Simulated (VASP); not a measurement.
Write the native input for VASP 6.6.1 that does the following.

* Task: single point
* Functional: r2SCAN
* Potentials or basis: VASP PAW PBE potentials, release 64 (Sb, Bi_d, S)
* Cutoff: 520 eV
* k mesh: 6 × 6 × 6
* Occupations: gaussian, width 0.03 eV
* Spin: no spin polarisation
* Further INCAR settings: ALGO = Normal; EDIFF = 1e-06

The structure of BiSbS4 lies in POSCAR:

```
BiSbS4                                  
1.0
   -3.2632425286      3.2632426016      4.8607419153
    3.2632425286     -3.2632426016      4.8607419153
    3.2632426016      3.2632425286     -4.8607419153
  Sb              Bi              S             
     1     1     4
Direct
     0.0000000000000000    0.0000000000000000    0.0000000000000000
     0.2500000000000000    0.7500000000000000    0.5000000000000000
     0.0710734437437698    0.1045977323177592    0.4342256971190315
     0.6703720351987135    0.6368477466247382    0.5657743028809685
     0.3631522533752617    0.9289265562562302    0.0335242885739752
     0.8954022676822406    0.3296279648012865    0.9664757114260246
```

The cell was built by a generator and needn't be a form met in nature.

These files were run (other wordings do the same):

INCAR

```
SYSTEM = BiSbS4
PREC = Accurate ; ENCUT = 520
EDIFF = 1E-6 ; ISMEAR = 0
SIGMA = 0.03 ; LREAL = .FALSE.
LASPH = .TRUE. ; NELM = 150
ALGO = Normal ; ISIF = 2
LWAVE = .FALSE. ; LCHARG = .FALSE.
METAGGA = R2SCAN ; LMIXTAU = .TRUE.
KPAR = 4
```

KPOINTS

```
Automatic mesh
0
G
  6 6 6
  0 0 0
```

Potentials or basis: VASP PAW PBE potentials, release 64 (Sb, Bi_d, S).

Command:

```sh
$ cat potpaw_PBE.64/Sb/POTCAR potpaw_PBE.64/Bi_d/POTCAR potpaw_PBE.64/S/POTCAR > POTCAR
$ mpirun -np 4 vasp_std > vasp.out
```

It gave:

- Pressure: -1.3 GPa
- Largest force: 0.242 eV/Å
- Band gap on the k mesh: 1.64 eV, indirect (least direct gap 1.99 eV)

Caveat: the PAW data sets were made with another functional, which shifts forces and pressure a little; spin-orbit coupling is left out, which as a rule narrows the gap of such compounds by several tenths of an eV.

It took 6 min on 4 MPI ranks on AMD EPYC 9R45 (Zen 5) (shared host), peak memory 0.5 GiB a rank.
